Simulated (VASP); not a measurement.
Consider the following.

```xyz
4
Lattice="4.0763 0.0000 0.0000 0.0000 4.0763 0.0000 0.0000 0.0000 4.0763" Properties=species:S:1:pos:R:3 pbc="T T T"
Sc     0.0000     0.0000     0.0000
Al     0.0000     2.0382     2.0382
Al     2.0382     0.0000     2.0382
Al     2.0382     2.0382     0.0000
```

Calculation: revTPSS meta-GGA, VASP's PBE PAW potentials (set 64) (plane waves; VASP). Numerical set-up: 520 eV cut-off, 9×9×9 Γ-centred mesh, tetrahedra with Blöchl corrections, potentials Sc_sv Al.

### Question
Predict the energy per atom (σ→0), band gap (over mesh and band path) with the smallest direct gap where there is one.

### Answer

- band gap (over mesh and band path) = none (metal, semimetal or under 0.01 eV)
- energy per atom (σ→0) = -6019 meV/atom

The absolute energy has meaning only against runs of the same code, potentials and settings.

The compound is Al3Sc in the L1_2 structure. It was relaxed first.
